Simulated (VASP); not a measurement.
Given:

```
CELL_PARAMETERS angstrom
      1.65731    -8.71203     0.00000
      1.65731     8.71203     0.00000
      0.00000     0.00000     4.73810
ATOMIC_POSITIONS crystal
  P  0.05985 0.94015 0.90713
  P  0.44015 0.55985 0.40713
  P  0.55985 0.44015 0.59287
  P  0.94015 0.05985 0.09287
```

Computed with revPBE GGA, VASP's PBE PAW potentials (set 64) (plane waves; VASP). Numerical set-up: 520 eV cut-off, Gaussian smearing of 0.050 eV, potentials P.

Without a dispersion term in the relaxation, distances and binding between the weakly bound layers, chains or molecules are unreliable, and so is what depends on them.

Task: Give the energies of bands 4 to 13 at the high-symmetry points, in eV from the valence-band maximum.

Result: 
```
band      Γ      Y     C0      Z     A0      T      S      R
----  -----  -----  -----  -----  -----  -----  -----  -----
4     -5.55  -5.54  -8.79  -8.27  -9.61  -8.27  -9.39  -9.76
5     -4.76  -4.76  -5.18  -2.79  -5.07  -2.77  -4.98  -4.85
6     -4.33  -4.34  -4.81  -2.79  -5.07  -2.77  -4.98  -4.85
7     -3.26  -3.26  -2.80  -2.52  -4.12  -2.52  -2.69  -4.39
8     -1.74  -1.74  -2.69  -2.52  -4.12  -2.52  -2.69  -4.39
9     -1.50  -1.46  -2.03  -1.41  -1.05  -1.42  -1.88  -1.00
10    -0.01   0.00  -1.62  -1.41  -1.05  -1.42  -1.88  -1.00
11     1.14   1.02   1.34   2.10   2.47   2.10   1.27   2.40
12     1.68   1.68   1.40   2.10   2.47   2.10   1.27   2.40
13     2.63   2.63   1.95   3.73   3.52   3.60   2.36   3.61
```

The gap is direct, 1.02 eV, from the valence maximum at Y to the conduction minimum at Y.

Measured: gap 0.35 eV (computed value off by +0.67 eV), as given by Das et al., (2018), arXiv:1807.05623.

The compound is P in the black structure. It was relaxed first, which changed the volume by +80 %.
